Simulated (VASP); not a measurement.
# Lu3AlN4 (P4/mmm) in VASP: a series of runs

One crystal, Lu3AlN4, is run at these levels: PBE; tasks: single point.

All numbers are computed with VASP 6.6.1; they aren't measurements. Logs are shortened: lines on timing, memory, paths and dates and some standing lists are left out, and cuts for length are marked.

## (1) The structure

It takes space group P4/mmm (No. 123, tetragonal). Conventional cell: a = 3.316 Å, b = 3.316 Å, c = 9.178 Å, α = 90.00°, β = 90.00°, γ = 90.00°. Lu (site symmetry 4mm) is surrounded by 6 N at 2.17 to 2.41 Å. Lu (site symmetry 4/mmm) is surrounded by 6 N at 2.34 to 2.48 Å. Al (site symmetry 4/mmm) has 6 N at 2.11 to 2.34 Å as nearest neighbours. N (site symmetry 4mm) is surrounded by 1 Al at 2.11 Å and 4 Lu at 2.35 Å. N (site symmetry 4/mmm) has 2 Lu at 2.17 Å and 4 Al at 2.34 Å as nearest neighbours. N (site symmetry 4/mmm) has 6 Lu at 2.34 to 2.41 Å as nearest neighbours.

The cell was built by a generator and needn't be a form met in nature.

## (2) Single point, PBE

Input file INCAR:

```
PREC     = Normal         # precision mode
ENCUT    = 520            # plane-wave cutoff, eV
EDIFF    = 1E-5           # SCF threshold, eV
ISMEAR   = 0              # smearing method
SIGMA    = 0.15           # smearing width, eV
LREAL    = Auto         
LASPH    = True           # aspherical terms in the spheres
NELM     = 80             # most SCF steps
ALGO     = Fast           # electronic algorithm
ISIF     = 2              # what is computed and relaxed
LWAVE    = False          # write WAVECAR
LCHARG   = False          # write CHGCAR
GGA      = PE             # functional
NBANDS   = 59             # bands
```

Input file KPOINTS:

```
Automatic mesh
0
Gamma
  7 7 3
```

Input file POSCAR:

```
Lu3AlN4
1.0
    3.3161200000      0.0000000000      0.0000000000
    0.0000000000      3.3161200000      0.0000000000
    0.0000000000      0.0000000000      9.1785000000
Lu Al N
3 1 4
Direct
    0.5000000000      0.5000000000      0.7630640000
    0.0000000000      0.0000000000      0.5000000000
    0.5000000000      0.5000000000      0.2369360000
    0.0000000000      0.0000000000      0.0000000000
    0.0000000000      0.0000000000      0.2302990000
    0.5000000000      0.5000000000      0.0000000000
    0.0000000000      0.0000000000      0.7697010000
    0.5000000000      0.5000000000      0.5000000000
```

Potentials or basis: VASP PAW PBE potentials, release 64 (Lu, Al, N).

Run with:

```console
cat potpaw_PBE.64/Lu/POTCAR potpaw_PBE.64/Al/POTCAR potpaw_PBE.64/N/POTCAR > POTCAR
mpirun -np 1 vasp_std > vasp.out
```

OUTCAR:

```text
PREC = Normal
   ENCUT = 520
   EDIFF = 1E-5
   ISMEAR = 0
   LREAL = Auto
   LASPH = True
   NELM = 80
   ISIF = 2
   GGA = PE

 ion  position               nearest neighbor table
   1  0.500  0.500  0.763-   6 2.17   7 2.35   7 2.35   7 2.35   7 2.35   8 2.41   4 3.20   4 3.20
                             4 3.20   4 3.20   2 3.37   2 3.37   2 3.37   2 3.37
   2  0.000  0.000  0.500-   8 2.34   8 2.34   8 2.34   8 2.34   5 2.48   7 2.48   3 3.37   3 3.37
                             1 3.37   3 3.37   1 3.37   1 3.37   3 3.37   1 3.37
   3  0.500  0.500  0.237-   6 2.17   5 2.35   5 2.35   5 2.35   5 2.35   8 2.41   4 3.20   4 3.20
                             4 3.20   4 3.20   2 3.37   2 3.37   2 3.37   2 3.37
   4  0.000  0.000  0.000-   5 2.11   7 2.11   6 2.34   6 2.34   6 2.34   6 2.34   3 3.20   3 3.20
                             1 3.20   3 3.20   1 3.20   1 3.20   3 3.20   1 3.20
   5  0.000  0.000  0.230-   4 2.11   3 2.35   3 2.35   3 2.35   3 2.35   2 2.48
   6  0.500  0.500  0.000-   1 2.17   3 2.17   4 2.34   4 2.34   4 2.34   4 2.34
   7  0.000  0.000  0.770-   4 2.11   1 2.35   1 2.35   1 2.35   1 2.35   2 2.48
   8  0.500  0.500  0.500-   2 2.34   2 2.34   2 2.34   2 2.34   3 2.41   1 2.41

  LATTYP: Found a simple tetragonal cell.
 ALAT       =     3.3161200000
 C/A-ratio  =     2.7678431420

  Lattice vectors:

 A1 = (   3.3161200000,   0.0000000000,   0.0000000000)
 A2 = (   0.0000000000,   3.3161200000,   0.0000000000)
 A3 = (   0.0000000000,   0.0000000000,   9.1785000000)

Analysis of symmetry for initial positions (statically):
=====================================================================
 Subroutine PRICEL returns:
 Original cell was already a primitive cell.

 Routine SETGRP: Setting up the symmetry group for a
 simple tetragonal supercell.

 Subroutine GETGRP returns: Found 16 space group operations
 (whereof 16 operations were pure point group operations)
 out of a pool of 16 trial point group operations.

The static configuration has the point symmetry D_4h.

Analysis of symmetry for dynamics (positions and initial velocities):
=====================================================================
 Subroutine PRICEL returns:
 Original cell was already a primitive cell.

 Routine SETGRP: Setting up the symmetry group for a
 simple tetragonal supercell.

 Subroutine GETGRP returns: Found 16 space group operations
 (whereof 16 operations were pure point group operations)
 out of a pool of 16 trial point group operations.

The dynamic configuration has the point symmetry D_4h.

 Subroutine INISYM returns: Found 16 space group operations
 (whereof 16 operations are pure point group operations),
 and found     1 'primitive' translations

----------------------------------------------------------------------------------------

                                     Primitive cell

  volume of cell :     100.9328

  direct lattice vectors                    reciprocal lattice vectors
     3.316120000  0.000000000  0.000000000     0.301557242  0.000000000  0.000000000
     0.000000000  3.316120000  0.000000000     0.000000000  0.301557242  0.000000000
     0.000000000  0.000000000  9.178500000     0.000000000  0.000000000  0.108950264

  length of vectors
     3.316120000  3.316120000  9.178500000     0.301557242  0.301557242  0.108950264

  position of ions in fractional coordinates (direct lattice)
     0.500000000  0.500000000  0.763064000
     0.000000000  0.000000000  0.500000000
     0.500000000  0.500000000  0.236936000
     0.000000000  0.000000000  0.000000000
     0.000000000  0.000000000  0.230299000
     0.500000000  0.500000000  0.000000000
     0.000000000  0.000000000  0.769701000
     0.500000000  0.500000000  0.500000000

  ion indices of the primitive-cell ions
   primitive index   ion index
                 1           1
                 2           2
                 3           3
                 4           4
                 5           5
                 6           6
                 7           7
                 8           8

----------------------------------------------------------------------------------------

 KPOINTS: Automatic mesh

Automatic generation of k-mesh.
 Grid dimensions read from file:
 generate k-points for:    7    7    3

 Generating k-lattice:

  Cartesian coordinates                     Fractional coordinates (reciprocal lattice)
     0.043079606  0.000000000  0.000000000     0.142857143  0.000000000  0.000000000
     0.000000000  0.043079606  0.000000000     0.000000000  0.142857143  0.000000000
     0.000000000  0.000000000  0.036316755     0.000000000  0.000000000  0.333333333

  Length of vectors
     0.043079606  0.043079606  0.036316755

  Shift w.r.t. Gamma in fractional coordinates (k-lattice)
     0.000000000  0.000000000  0.000000000

 Subroutine IBZKPT returns following result:
 ===========================================

 Found     20 irreducible k-points:

 Following reciprocal coordinates:
            Coordinates               Weight
  0.000000  0.000000  0.000000      1.000000
  0.142857  0.000000  0.000000      4.000000
  0.285714  0.000000  0.000000      4.000000
  0.428571  0.000000  0.000000      4.000000
  0.142857  0.142857  0.000000      4.000000
  0.285714  0.142857  0.000000      8.000000
[... 12 lines left out ...]
  0.428571  0.285714  0.333333     16.000000
  0.428571  0.428571  0.333333      8.000000
   k-points           NKPTS =     20   k-points in BZ     NKDIM =     20   number of bands    NBANDS=     59
   number of dos      NEDOS =    301   number of ions     NIONS =      8
   total plane-waves  NPLWV =  17496
   dimension x,y,z NGX =    18 NGY =   18 NGZ =   54
   dimension x,y,z NGXF=    36 NGYF=   36 NGZF=  108
   ions per type =               3   1   4
   NGX,Y,Z   is equivalent  to a cutoff of   9.02,  9.02,  9.78 a.u.
   NGXF,Y,Z  is equivalent  to a cutoff of  18.05, 18.05, 19.56 a.u.
 SYSTEM =  unknown system
   PREC   = normal    normal or accurate (medium, high low for compatibility)
   ISTART =      0    job   : 0-new  1-cont  2-samecut
   ICHARG =      2    charge: 1-file 2-atom 10-const
   ISPIN  =      1    spin polarized calculation?
   LNONCOLLINEAR =      F non collinear calculations
   LSORBIT =      F    spin-orbit coupling
   LASPH  =      T    aspherical Exc in radial PAW
   ENCUT  =  520.0 eV  38.22 Ry    6.18 a.u.   6.17  6.17 17.07*2*pi/ulx,y,z
   NELM   =     80;   NELMIN=  2; NELMDL= -5     # of ELM steps
   EDIFF  = 0.1E-04   stopping-criterion for ELM
   LREAL  =      T    real-space projection
   EDIFFG = 0.1E-03   stopping-criterion for IOM
   NSW    =      0    number of steps for IOM
   IBRION =     -1    ionic relax: 0-MD 1-quasi-New 2-CG
   NFREE  =      0    steps in history (QN), initial steepest desc. (CG)
   ISIF   =      2    stress and relaxation
   ISYM   =      2    0-nonsym 1-usesym 2-fastsym
   POTIM  = 0.5000    time-step for ionic-motion
   TEBEG  =    0.0;   TEEND  =   0.0 temperature during run
   PSTRESS=    0.0 pullay stress
   NELECT =      98.0000    total number of electrons
   NUPDOWN=      -1.0000    fix difference up-down
   EMIN   =  10.00;   EMAX   =-10.00  energy-range for DOS
   EFERMI =   0.00;   METHOD = LEGACY
   ISMEAR =     0;   SIGMA  =   0.15  broadening in eV -4-tet -1-fermi 0-gaus
   EFERMI_NEDOS =   21; number of points for ismear=-14 and -15
   IALGO  =     68    algorithm
   IMIX   =      4    mixing-type and parameters
     AMIX     =   0.40;   BMIX     =  1.00
     AMIX_MAG =   1.60;   BMIX_MAG =  1.00
  volume/ion in A,a.u.               =      12.62        85.14
  Fermi-wavevector in a.u.,A,eV,Ry     =   1.621086  3.063409 35.755032  2.627921
  Thomas-Fermi vector in A             =   2.714920
   LORBIT       =      0    0 simple, 1 ext, 2 COOP (PROOUT), +10 PAW based schemes
   GGA     = PE    functional components
   LHFCALC =     F    Hartree Fock is set to
   AEXX    =    0.0000 exact exchange contribution
   IVDW    =     0    specifies the selected vdW correction
   LEPSILON=     F    determine dielectric tensor
   LRPA    =     F    only Hartree local field effects (RPA)
 non-spin polarized calculation
 RMM-DIIS sequential band-by-band and
 Gauss-broadening in eV      SIGMA  =   0.15
  energy-cutoff  :      520.00
  volume of cell :      100.93
 maximum number of plane-waves:      2735
   NGX = 13   NGY = 13   NGZ = 35

 number of electron      97.9999820 magnetization

 Free energy of the ion-electron system (eV)
  ---------------------------------------------------
  ext. energy  EPLUGINS =         0.00000000
  ---------------------------------------------------
  free energy    TOTEN  =       -62.25159292 eV

  energy without entropy =      -62.24868475  energy(sigma->0) =      -62.25013884

 E-fermi :   4.5800     XC(G=0): -12.2557

 val. band max:        4.5186435848   @ k =   0.0000   0.0000   0.0000
 cond. band min:       4.6154476936   @ k =   0.0000   0.0000   0.0000
 fundamental gap:      0.0968041088
 Fermi energy:         4.5799897475

 k-point     1 :       0.0000    0.0000    0.0000
  band No.  band energies     occupation
      1     -50.3099      2.00000
      2     -49.8501      2.00000
      3     -49.8493      2.00000
      4     -21.3012      2.00000
      5     -20.8833      2.00000
      6     -20.8833      2.00000
[... 51 lines left out ...]
     58      10.6574      0.00000
     59      11.2977      0.00000

 k-point     2 :       0.1429    0.0000    0.0000
  band No.  band energies     occupation
      1     -50.3061      2.00000
      2     -49.8464      2.00000
      3     -49.8459      2.00000
      4     -21.2898      2.00000
      5     -21.0413      2.00000
      6     -20.8671      2.00000
[... 1105 lines left out ...]
     58      11.9525      0.00000
     59      12.2898      0.00000

 k-point    20 :       0.4286    0.4286    0.3333
  band No.  band energies     occupation
      1     -50.2728      2.00000
      2     -49.8137      2.00000
      3     -49.8134      2.00000
      4     -21.2948      2.00000
      5     -21.2819      2.00000
      6     -21.1299      2.00000
[... 51 lines left out ...]
     58      12.9763      0.00000
     59      13.2147      0.00000

------------------------ aborting loop because EDIFF is reached ----------------------------------------

  FORCE on cell =-STRESS in cart. coord.  units (eV):
  Direction    XX          YY          ZZ          XY          YZ          ZX
  --------------------------------------------------------------------------------------
  -------------------------------------------------------------------------------------
  Total        0.0072150      0.0072150     -0.0342495      0.0000000      0.0000000      0.0000000
  in kB        0.1145291      0.1145291     -0.5436673      0.0000000      0.0000000      0.0000000
  external PRESSURE =      -0.1048697 kB  Pullay stress =       0.0000000 kB

 VOLUME and BASIS-vectors are now :
 -----------------------------------------------------------------------------
  energy-cutoff  :      520.00
  volume of cell :      100.93
      direct lattice vectors                 reciprocal lattice vectors
     3.316120000  0.000000000  0.000000000     0.301557242  0.000000000  0.000000000
     0.000000000  3.316120000  0.000000000     0.000000000  0.301557242  0.000000000
     0.000000000  0.000000000  9.178500000     0.000000000  0.000000000  0.108950264

 POSITION                                       TOTAL-FORCE (eV/Angst)
 -----------------------------------------------------------------------------------
      1.65806      1.65806      7.00378        -0.000000     -0.000000     -0.012184
      0.00000      0.00000      4.58925         0.000000      0.000000      0.000000
      1.65806      1.65806      2.17472         0.000000      0.000000      0.012184
      0.00000      0.00000      0.00000         0.000000      0.000000      0.000000
      0.00000      0.00000      2.11380        -0.000000      0.000000     -0.010707
      1.65806      1.65806      0.00000         0.000000      0.000000      0.000000
      0.00000      0.00000      7.06470         0.000000     -0.000000      0.010707
      1.65806      1.65806      4.58925         0.000000      0.000000      0.000000
 -----------------------------------------------------------------------------------
    total drift:                                0.000000      0.000000      0.000000

  FREE ENERGIE OF THE ION-ELECTRON SYSTEM (eV)
  ---------------------------------------------------
  free  energy   TOTEN  =       -62.2515929227 eV

  energy  without entropy=      -62.2486847501  energy(sigma->0) =      -62.25013884
```

Wall time 4.9 min (1 thread of Intel Xeon Platinum 8488C (Sapphire Rapids), shared host); peak memory 0.2 GiB.

Results:

```
Free energy            : -62.2516 eV
Pressure               : 0.0 GPa
Largest force          : 0.012 eV/Å
Band gap on the k mesh : 0.10 eV, direct
```

Forces on the atoms (eV/Å):
```
Lu   0.000  0.000 -0.012
Lu   0.000  0.000  0.000
Lu   0.000  0.000  0.012
Al   0.000  0.000  0.000
N    0.000  0.000 -0.011
N    0.000  0.000  0.000
N    0.000  0.000  0.011
N    0.000  0.000  0.000
```

Caveat: spin-orbit coupling is left out, which moves the levels of the heavy elements; an odd mesh through Γ misses points on the zone boundary, where band edges often lie.

## (3) Single point, PBE

This run uses another cell than the first one, of 12.50 Å³/atom, 0.991 times its volume.

INCAR is that of step 2.

Input file KPOINTS:

```
Automatic mesh
0
Gamma
  7 5 4
```

Input file POSCAR:

```
Lu3AlN4
1.0
    3.2617200000      0.0000000000      0.0000000000
    0.0000000000      4.7028000000      0.0000000000
    0.0000000000      0.0000000000      6.5215700000
Lu Al N
3 1 4
Direct
    0.5000000000      0.5000000000      0.2420490000
    0.0000000000      0.0000000000      0.5000000000
    0.5000000000      0.5000000000      0.7579510000
    0.0000000000      0.0000000000      0.0000000000
    0.0000000000      0.5000000000      0.5000000000
    0.5000000000      0.0000000000      0.7723660000
    0.0000000000      0.5000000000      0.0000000000
    0.5000000000      0.0000000000      0.2276340000
```

Potentials or basis: VASP PAW PBE potentials, release 64 (Lu, Al, N).

Run with:

```console
cat potpaw_PBE.64/Lu/POTCAR potpaw_PBE.64/Al/POTCAR potpaw_PBE.64/N/POTCAR > POTCAR
mpirun -np 1 vasp_std > vasp.out
```

It took 8.3 min on 1 thread of Intel Xeon Platinum 8488C (Sapphire Rapids), shared host; peak memory 0.24 GiB.

It converged, with:

```yaml
Free_energy: -62.2775 eV
Pressure: 0.1 GPa
Largest_force: 0.011 eV/Å
Band_gap_on_the_k_mesh: 0.22 eV, direct
```

Forces on the atoms (eV/Å):
```
Lu   0.000  0.000 -0.010
Lu   0.000  0.000  0.000
Lu   0.000  0.000  0.010
Al   0.000  0.000  0.000
N    0.000  0.000  0.000
N    0.000  0.000 -0.011
N    0.000  0.000  0.000
N    0.000  0.000  0.011
```

Stress tensor (GPa, compression positive):
```
0.21 0.00 0.00
0.00 0.02 0.00
0.00 0.00 0.18
```

Levels at points of the mesh, in eV from the valence-band top:
```tsv
k point	band 47	band 48	band 49	band 50	band 51	band 52
(0.00, 0.00, 0.00)	-0.12	-0.02	0.00	0.22	1.94	3.31
(0.00, 0.00, 0.50)	-1.01	-0.97	-0.78	2.21	2.84	3.10
```

Caveat: spin-orbit coupling is left out, which moves the levels of the heavy elements; an odd mesh through Γ misses points on the zone boundary, where band edges often lie.
